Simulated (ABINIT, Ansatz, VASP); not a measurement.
## SiMo3 (Pm-3n, 8 atoms in the cell) computed with different codes at matched settings

Self-consistent single point.

```xyz
8
Lattice="4.8897 0.0000 0.0000 0.0000 4.8897 0.0000 0.0000 0.0000 4.8897" Properties=species:S:1:pos:R:3 pbc="T T T"
Si     2.4449     2.4449     2.4449
Si     0.0000     0.0000     0.0000
Mo     0.0000     2.4449     1.2224
Mo     0.0000     2.4449     3.6673
Mo     1.2224     0.0000     2.4449
Mo     3.6673     0.0000     2.4449
Mo     2.4449     1.2224     0.0000
Mo     2.4449     3.6673     0.0000
```

Shared settings, as Ansatz (a quantum-chemistry and plane-wave program) writes them: kpoints.mp_grid.grid = 5 5 5; scf.occupations.method = fermi_dirac; scf.occupations.width = 0.01 Ry. Potentials and cutoffs stand in the table.

```tsv
code	model	pressure (GPa)	cutoff
ABINIT	LDA (PW92), norm-conserving pseudopotentials (PseudoDojo nc-sr-04 LDA standard)	-9.03	40 Ha
Ansatz	LDA (PW92), PAW files made with PBE	-9.20	30.9 Ry
VASP	LDA (PZ), VASP's LDA PAW potentials (set 64)	-8.73	300 eV
```

On Ansatz's run: spin polarisation is off.

The spread over the programs that give each value: pressure within 0.47 GPa.

Ansatz's pressure is given at a fixed set of plane waves, as the other plane-wave codes print theirs. The same LDA comes in different parametrisations, which differ slightly.

VASP's run is marked for a possible Pulay error in its stress at this cutoff; no cutoff test was made.

The starting cell comes from a database of computed structures (which also holds hypothetical and non-ambient phases and stackings), without a prior relaxation at this level.

Left out of this page: GPAW, Elk and SIESTA (not drawn, or without a comparable value).

Keys are those of Ansatz 0.2.
